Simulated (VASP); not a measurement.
# TiO2 (Rutile) with LDA: from relaxation to properties, part 2 of 7

Aim: relax TiO2 (Rutile) with LDA, compute its properties on that cell and hold them against experiment. The start is a cell from a database of measured crystal structures.

VASP 6.6.1, plane waves and PAW; the level of theory is named at each step.

So far. Step 2 (Relaxing cell and atoms (LDA)): It ends with forces under 0.001 eV/Å and a pressure of 0.08 GPa. The volume lies -2.8 % from that of the database's start, which holds the thermal and zero-point expansion of its experiment. The relaxed cell has a = 4.554, c = 2.922 Å (conventional setting).

## Step 3: Second relaxation

Level of this step: LDA; plane waves and PAW (Ti_sv, O) (VASP).

A relaxation keeps the plane waves of the cell it began with, so it is repeated from the new cell, on a basis made for it.

INCAR

```
SYSTEM = TiO2
PREC = Accurate
ENCUT = 520
EDIFF = 1E-06
NELM = 100
ISMEAR = 0
SIGMA = 0.05
LREAL = .FALSE.
ALGO = Normal
GGA = CA
NBANDS = 30
LASPH = .TRUE.
LORBIT = 11
LWAVE = .FALSE.
LCHARG = .FALSE.
KPAR = 4
IBRION = 2
NSW = 60
ISIF = 3
EDIFFG = -0.01
```

POSCAR

```
TiO2
1.0
    4.5538770754      0.0000000000      0.0000000000
    0.0000000000      4.5538770754      0.0000000000
    0.0000000000      0.0000000000      2.9223175183
Ti O
2 4
Direct
    0.0000000000      0.0000000000      0.0000000000
    0.5000000000      0.5000000000      0.5000000000
    0.3038648979      0.3038648979      0.0000000000
    0.1961351021      0.8038648979      0.5000000000
    0.6961351021      0.6961351021      0.0000000000
    0.8038648979      0.1961351021      0.5000000000
```

KPOINTS

```
Automatic mesh
0
Gamma
5 5 8
0 0 0
```

The projector-augmented-wave data sets are Ti_sv and O (LDA family, release 64).

Command:

```console
mpirun -np 4 vasp_std
```

Log:

```text
[... set-up lines as in an earlier step ...]
 entering main loop
       N       E                     dE             d eps       ncg     rms          rms(c)
DAV:   1     0.653388611419E+03    0.65339E+03   -0.24806E+04  1800   0.189E+03
DAV:   2     0.301949125409E+02   -0.62319E+03   -0.59034E+03  1980   0.552E+02
DAV:   3    -0.708593780533E+02   -0.10105E+03   -0.98860E+02  2714   0.203E+02
DAV:   4    -0.753957921583E+02   -0.45364E+01   -0.45314E+01  2456   0.431E+01
DAV:   5    -0.755699132825E+02   -0.17412E+00   -0.17410E+00  2398   0.706E+00    0.319E+01
DAV:   6    -0.594577066881E+02    0.16112E+02   -0.98861E+01  2244   0.975E+01    0.118E+01
DAV:   7    -0.590482595144E+02    0.40945E+00   -0.14736E+01  2188   0.326E+01    0.853E+00
DAV:   8    -0.589464820179E+02    0.10178E+00   -0.34583E+00  2116   0.189E+01    0.401E+00
DAV:   9    -0.587740072946E+02    0.17247E+00   -0.10552E+00  2116   0.992E+00    0.104E+00
DAV:  10    -0.587822428631E+02   -0.82356E-02   -0.90993E-02  2286   0.243E+00    0.446E-01
DAV:  11    -0.587789698772E+02    0.32730E-02   -0.12873E-02  2182   0.778E-01    0.767E-02
DAV:  12    -0.587791590501E+02   -0.18917E-03   -0.13817E-03  1974   0.425E-01    0.164E-01
DAV:  13    -0.587789130444E+02    0.24601E-03   -0.79554E-04  2214   0.297E-01    0.297E-02
DAV:  14    -0.587789117997E+02    0.12447E-05   -0.47150E-05  2296   0.561E-02    0.102E-02
DAV:  15    -0.587789124150E+02   -0.61532E-06   -0.38851E-06  1866   0.146E-02
   1 F= -.58778912E+02 E0= -.58778912E+02  d E =-.587789E+02
 curvature:   0.00 expect dE= 0.000E+00 dE for cont linesearch  0.000E+00
 trial: gam= 0.00000 g(F)=  0.183E-06 g(S)=  0.763E-04 ort = 0.000E+00 (trialstep = 0.100E+01)
 search vector abs. value=  0.765E-04
 reached required accuracy - stopping structural energy minimisation
```

Elapsed: 7.2 s, on 4 MPI ranks of Intel Xeon 6975P-C (Granite Rapids), shared host; peak memory 0.66 GiB; 25 s of CPU time.

Parts of OUTCAR (step 3):

```text
  LATTYP: Found a simple tetragonal cell.
 ALAT       =     4.5538770754
 C/A-ratio  =     0.6417207733

 Found     30 irreducible k-points:

   ENCUT  =  520.0 eV  38.22 Ry    6.18 a.u.   8.47  8.47  5.43*2*pi/ulx,y,z

   NELECT =      48.0000    total number of electrons

 E-fermi :   5.2447

 k-point     1 :       0.0000    0.0000    0.0000
  band No.  band energies     occupation
    ...
     20       2.8606      2.00000
     21       4.1784      2.00000
     22       4.4015      2.00000
     23       4.4015      2.00000
     24       4.8774      2.00000
     25       6.6909      0.00000
     26       6.9715      0.00000
     27       7.2755      0.00000
     28       7.3896      0.00000
     29       7.3896      0.00000
    ...

 k-point     2 :       0.2000    0.0000    0.0000
  band No.  band energies     occupation
    ...
     20       2.8758      2.00000
     21       3.6889      2.00000
     22       3.9139      2.00000
     23       4.1000      2.00000
     24       4.7223      2.00000
     25       6.9141      0.00000
     26       7.2403      0.00000
     27       7.5578      0.00000
     28       7.5763      0.00000
     29       7.6206      0.00000
    ...

  Total        0.0544709      0.0544709      0.0596148      0.0000000      0.0000000      0.0000000
  in kB        1.4400761      1.4400761      1.5760681      0.0000000      0.0000000      0.0000000
  external PRESSURE =       1.4854068 kB  Pullay stress =       0.0000000 kB

  energy-cutoff  :      520.00
  volume of cell :       60.60
      direct lattice vectors                 reciprocal lattice vectors
     4.553877075  0.000000000  0.000000000     0.219593104  0.000000000  0.000000000
     0.000000000  4.553877075  0.000000000     0.000000000  0.219593104  0.000000000
     0.000000000  0.000000000  2.922317518     0.000000000  0.000000000  0.342194164

 POSITION                                       TOTAL-FORCE (eV/Angst)
 -----------------------------------------------------------------------------------
      0.00000      0.00000      0.00000         0.000000      0.000000      0.000000
      2.27694      2.27694      1.46116         0.000000      0.000000      0.000000
      1.38376      1.38376      0.00000        -0.000689     -0.000689     -0.000000
      0.89318      3.66070      1.46116         0.000689     -0.000689      0.000000
      3.17011      3.17011      0.00000         0.000689      0.000689      0.000000
      3.66070      0.89318      1.46116        -0.000689      0.000689      0.000000
 -----------------------------------------------------------------------------------
    total drift:                                0.000000      0.000000      0.000000

  FREE ENERGIE OF THE ION-ELECTRON SYSTEM (eV)
  ---------------------------------------------------
  free  energy   TOTEN  =       -58.7789124150 eV

  energy  without entropy=      -58.7789124150  energy(sigma->0) =      -58.77891242

 total charge
# of ion       s       p       d       tot
------------------------------------------
    1        2.234   6.329   1.780  10.343
    2        2.234   6.329   1.780  10.343
    3        1.563   3.493   0.000   5.056
    4        1.563   3.493   0.000   5.056
    5        1.563   3.493   0.000   5.056
    6        1.563   3.493   0.000   5.056
--------------------------------------------------
tot         10.719  26.630   3.559  40.908

[... 6 parts as in an earlier step ...]

[... 6 further parts left out ...]
```

CONTCAR:

```
TiO2
   1.00000000000000
     4.5538770754000000    0.0000000000000000    0.0000000000000000
     0.0000000000000000    4.5538770754000000    0.0000000000000000
     0.0000000000000000    0.0000000000000000    2.9223175182999999
  Ti              O
     2     4
Direct
     0.0000000000000000    0.0000000000000000    0.0000000000000000
     0.5000000000000000    0.5000000000000000    0.5000000000000000
     0.3038648978999987    0.3038648978999987    0.0000000000000000
     0.1961351021000013    0.8038648978999987    0.5000000000000000
     0.6961351021000013    0.6961351021000013    0.0000000000000000
     0.8038648978999987    0.1961351021000013    0.5000000000000000
```

Little changed from the start: no atom moved by 0.005 Å and no cell edge by 0.1 %.

Numbers from this step:

| Item | Value |
| --- | --- |
| free energy (TOTEN) | -58.7789 eV |
| Fermi energy | 5.245 eV |
| pressure | 0.1485 GPa |
| SCF cycles over all ionic steps | 15 |
| gap on the k-mesh | 1.814 eV |
| least direct gap on the k-mesh | 1.814 eV |

It ends with a largest force of 0.001 eV/Å and a pressure of 0.15 GPa. The volume moved by under 0.01 %: the run met its threshold at the first step.

## Step 4: Single point with fields (LDA)

A single point on the relaxed cell gives a clean self-consistent state, with density, ELF and potential written out.

INCAR: that of step 3 with these lines changed.

```diff
@@ -14,7 +14,5 @@
 LWAVE = .FALSE.
-LCHARG = .FALSE.
-KPAR = 4
-IBRION = 2
-NSW = 60
-ISIF = 3
-EDIFFG = -0.01
+LCHARG = .TRUE.
+ISIF = 2
+LELF = .TRUE.
+LVHAR = .TRUE.
```

POSCAR is that of step 3.

KPOINTS is that of step 3.

Command:

```console
mpirun -np 4 vasp_std
```

Log:

```text
[banner, memory and clock lines left out]
running    4 mpi-ranks, on    1 nodes
 distrk:  each k-point on    4 cores,    1 groups
 distr:  one band on    1 cores,    4 groups

 POSCAR found type information on POSCAR TiO
 POSCAR found :  2 types and       6 ions
 LDA part: xc-table for (Slater(with rela. corr.)+CA(PZ))
 , standard interpolation
|                                                                             |
|           W    W    AA    RRRRR   N    N  II  N    N   GGGG   !!!           |
|           W    W   A  A   R    R  NN   N  II  NN   N  G    G  !!!           |
|           W    W  A    A  R    R  N N  N  II  N N  N  G       !!!           |
|           W WW W  AAAAAA  RRRRR   N  N N  II  N  N N  G  GGG   !            |
|           WW  WW  A    A  R   R   N   NN  II  N   NN  G    G                |
|           W    W  A    A  R    R  N    N  II  N    N   GGGG   !!!           |
|                                                                             |
|     The number of bands has been changed from the values supplied in        |
|     The orbitals not found in the WAVECAR file will be initialized with     |
|     random numbers, which is usually adequate. For correlated               |
|     calculations, however, you should redo the groundstate calculation.     |
|     I found NBANDS = 30. Now, NBANDS = 32.                                  |
|                                                                             |

 POSCAR, INCAR and KPOINTS ok, starting setup
 FFT: planning ... GRIDC
 FFT: planning ... GRID_SOFT
 FFT: planning ... GRID
 WAVECAR not read
 entering main loop
       N       E                     dE             d eps       ncg     rms          rms(c)
DAV:   1     0.646308707284E+03    0.64631E+03   -0.24440E+04  1928   0.177E+03
DAV:   2     0.139865389714E+02   -0.63232E+03   -0.58609E+03  2200   0.529E+02
DAV:   3    -0.710906835462E+02   -0.85077E+02   -0.83912E+02  2640   0.189E+02
DAV:   4    -0.754186587254E+02   -0.43280E+01   -0.43204E+01  2784   0.396E+01
DAV:   5    -0.755703185414E+02   -0.15166E+00   -0.15164E+00  2488   0.599E+00    0.319E+01
DAV:   6    -0.593507362922E+02    0.16220E+02   -0.84572E+01  2512   0.914E+01    0.113E+01
DAV:   7    -0.590946254231E+02    0.25611E+00   -0.13882E+01  2384   0.326E+01    0.922E+00
DAV:   8    -0.587744185317E+02    0.32021E+00   -0.11141E+00  2424   0.116E+01    0.367E+00
DAV:   9    -0.588063166457E+02   -0.31898E-01   -0.38866E-01  2960   0.428E+00    0.176E+00
DAV:  10    -0.587824091005E+02    0.23908E-01   -0.19469E-01  2328   0.540E+00    0.484E-01
DAV:  11    -0.587789111037E+02    0.34980E-02   -0.14845E-02  2528   0.142E+00    0.564E-02
DAV:  12    -0.587789182706E+02   -0.71669E-05   -0.72991E-04  2600   0.220E-01    0.261E-02
DAV:  13    -0.587789137274E+02    0.45432E-05   -0.47407E-05  2848   0.480E-02    0.759E-03
DAV:  14    -0.587789170938E+02   -0.33664E-05   -0.70799E-06  2392   0.309E-02    0.198E-02
DAV:  15    -0.587789122514E+02    0.48424E-05   -0.13550E-05  2472   0.455E-02    0.163E-03
DAV:  16    -0.587789123096E+02   -0.58153E-07   -0.64060E-07  1368   0.607E-03
   1 F= -.58778912E+02 E0= -.58778912E+02  d E =-.105553E-22
```

Run time: 9 s. Hardware: 4 MPI ranks; peak memory 0.48 GiB.

Parts of OUTCAR (step 4):

```text
 Found     30 irreducible k-points:

   k-points           NKPTS =     30   k-points in BZ     NKDIM =     30   number of bands    NBANDS=     32

   NELECT =      48.0000    total number of electrons

 E-fermi :   5.2094

 k-point     1 :       0.0000    0.0000    0.0000
  band No.  band energies     occupation
    ...
     20       2.8608      2.00000
     21       4.1786      2.00000
     22       4.4017      2.00000
     23       4.4017      2.00000
     24       4.8776      2.00000
     25       6.6912      0.00000
     26       6.9718      0.00000
     27       7.2758      0.00000
     28       7.3899      0.00000
     29       7.3899      0.00000
    ...

 k-point     2 :       0.2000    0.0000    0.0000
  band No.  band energies     occupation
    ...
     20       2.8759      2.00000
     21       3.6891      2.00000
     22       3.9140      2.00000
     23       4.1001      2.00000
     24       4.7225      2.00000
     25       6.9144      0.00000
     26       7.2406      0.00000
     27       7.5582      0.00000
     28       7.5767      0.00000
     29       7.6209      0.00000
    ...

  Total        0.0368163      0.0368163      0.0427455      0.0000000      0.0000000      0.0000000
  in kB        0.9733320      0.9733320      1.1300843      0.0000000      0.0000000      0.0000000
  external PRESSURE =       1.0255827 kB  Pullay stress =       0.0000000 kB

 POSITION                                       TOTAL-FORCE (eV/Angst)
 -----------------------------------------------------------------------------------
      0.00000      0.00000      0.00000         0.000000      0.000000      0.000000
      2.27694      2.27694      1.46116         0.000000      0.000000      0.000000
      1.38376      1.38376      0.00000        -0.000663     -0.000663      0.000000
      0.89318      3.66070      1.46116         0.000663     -0.000663      0.000000
      3.17011      3.17011      0.00000         0.000663      0.000663      0.000000
      3.66070      0.89318      1.46116        -0.000663      0.000663      0.000000
 -----------------------------------------------------------------------------------
    total drift:                                0.000000      0.000000      0.000000

  FREE ENERGIE OF THE ION-ELECTRON SYSTEM (eV)
  ---------------------------------------------------
  free  energy   TOTEN  =       -58.7789123096 eV

  energy  without entropy=      -58.7789123096  energy(sigma->0) =      -58.77891231

 total charge
# of ion       s       p       d       tot
------------------------------------------
    1        2.234   6.329   1.780  10.342
    2        2.234   6.329   1.780  10.342
    3        1.563   3.493   0.000   5.056
    4        1.563   3.493   0.000   5.056
    5        1.563   3.493   0.000   5.056
    6        1.563   3.493   0.000   5.056
--------------------------------------------------
tot         10.719  26.630   3.559  40.908

[... 8 parts as in an earlier step ...]

[... 5 further parts left out ...]
```

Numbers from this step:

| Quantity | Value |
| --- | --- |
| electronic steps | 16 |
| bands | 32 |
| Fermi energy | 5.209 eV |
| pressure | 0.1026 GPa |

Valence electrons inside each PAW sphere by angular momentum. Sphere charges, by row:

```tsv
atom	s (e)	p (e)	d (e)	tot (e)
Ti1	2.234	6.329	1.78	10.34
Ti2	2.234	6.329	1.78	10.34
O3	1.563	3.493	0	5.056
O4	1.563	3.493	0	5.056
O5	1.563	3.493	0	5.056
O6	1.563	3.493	0	5.056
```

ELF in the ab plane at fractional z = 0.000, with atoms of Ti and O within 0.2 Å of it. It is the smooth field of the valence electrons, not physical close to the nuclei.

Values, 14 rows by 14 columns, each cell a mean:
```
0.92 0.73 0.29 0.06 0.03 0.03 0.02 0.08 0.26 0.36 0.26 0.16 0.46 0.84
0.55 0.37 0.14 0.05 0.04 0.03 0.07 0.32 0.63 0.74 0.69 0.38 0.28 0.46
0.14 0.10 0.05 0.05 0.04 0.04 0.18 0.58 0.80 0.80 0.80 0.75 0.38 0.16
0.05 0.04 0.05 0.05 0.04 0.05 0.30 0.70 0.80 0.56 0.54 0.80 0.69 0.26
0.05 0.03 0.03 0.04 0.04 0.06 0.28 0.66 0.79 0.58 0.56 0.80 0.74 0.36
0.03 0.02 0.04 0.11 0.15 0.13 0.16 0.44 0.75 0.79 0.80 0.80 0.63 0.26
0.02 0.09 0.29 0.51 0.58 0.47 0.22 0.19 0.44 0.66 0.70 0.58 0.32 0.08
0.06 0.31 0.64 0.78 0.80 0.76 0.53 0.22 0.16 0.28 0.30 0.18 0.07 0.02
0.13 0.51 0.79 0.77 0.65 0.74 0.76 0.47 0.13 0.06 0.05 0.04 0.03 0.03
0.11 0.49 0.81 0.69 0.43 0.65 0.80 0.58 0.15 0.04 0.04 0.04 0.04 0.03
0.09 0.27 0.68 0.79 0.69 0.77 0.78 0.51 0.11 0.04 0.05 0.05 0.05 0.06
0.36 0.26 0.31 0.68 0.81 0.79 0.64 0.29 0.04 0.03 0.05 0.05 0.14 0.29
0.82 0.61 0.26 0.27 0.49 0.51 0.31 0.09 0.02 0.03 0.04 0.10 0.37 0.73
0.97 0.82 0.36 0.09 0.11 0.13 0.06 0.02 0.03 0.05 0.05 0.14 0.55 0.92
```
Columns run along a (4.6 Å), rows up along b (4.6 Å). Atoms in or near the plane, at fractional coordinates: Ti at (0.00, 0.00), O at (0.30, 0.30), O at (0.70, 0.70).

Valence density in the ab plane at fractional z = 0.000, with atoms of Ti and O within 0.2 Å of it. It is the smooth field of the valence electrons, not physical close to the nuclei.

Ten even steps from '0' (0 e/Å³) to '9' (13 e/Å³), each cell a mean:
```
74000000000025
21000000000002
00000000022100
00000000245200
00000000244200
00000000022000
00000000000000
00001000000000
00024200000000
00135410000000
00023200000000
10001000000000
53000000000014
95100000000027
```
Columns run along a (4.6 Å), rows up along b (4.6 Å). Atoms in or near the plane, at fractional coordinates: Ti at (0.00, 0.00), O at (0.30, 0.30), O at (0.70, 0.70).

Electrostatic potential energy in the ab plane at fractional z = 0.000, with atoms of Ti and O within 0.2 Å of it. With pseudopotentials it is smooth inside the atoms' cores, unlike the true potential.

Ten even steps from '_' (-59 eV) to '@' (6 eV), each cell a mean:
```
____==%%@@@@@@@@@@@@@@##::__
..--**%%@@@@@@@@@@%%%%%%++::
**##%%@@@@@@@@@@%%====##%%##
@@@@@@@@@@@@@@@@==....==%%@@
@@@@@@@@@@@@@@%%==....==%%@@
@@@@@@@@@@@@@@@@##====%%@@@@
@@@@@@@@@@@@@@@@@@%%@@@@@@@@
@@@@@@%%####%%@@@@@@@@@@@@@@
@@@@%%--..::##@@@@@@@@@@@@@@
@@@@##......##@@@@@@@@@@@@@@
%%%%%%--..--%%@@@@@@@@@@%%%%
--++##%%##%%@@@@@@@@@@%%**==
__..++%%@@@@@@@@@@@@@@##--__
____--%%@@@@@@@@@@@@@@**..__
```
Columns run along a (4.6 Å; values clipped at the 3rd and 97th percentile), rows up along b (4.6 Å). Atoms in or near the plane, at fractional coordinates: Ti at (0.00, 0.00), O at (0.30, 0.30), O at (0.70, 0.70).

In this run the pressure is 0.10 GPa, small enough to go on.

[end of part 2 of 7]

[Lines on the potential files, build, host, timing and source positions are cut from VASP's logs without a mark.]

[Logs are printed without paths, hosts, clocks, repeated set-up lines and the standing remarks that a program may print on its own settings, such as how far it seeks lower states.]

[Hosts, paths, dates, database ids (printed as entryN), source tags and the programs' standing remarks are cut or masked in the printed files.]

[A measured line is paired with the nearest computed mode of its activity, which favours agreement.]
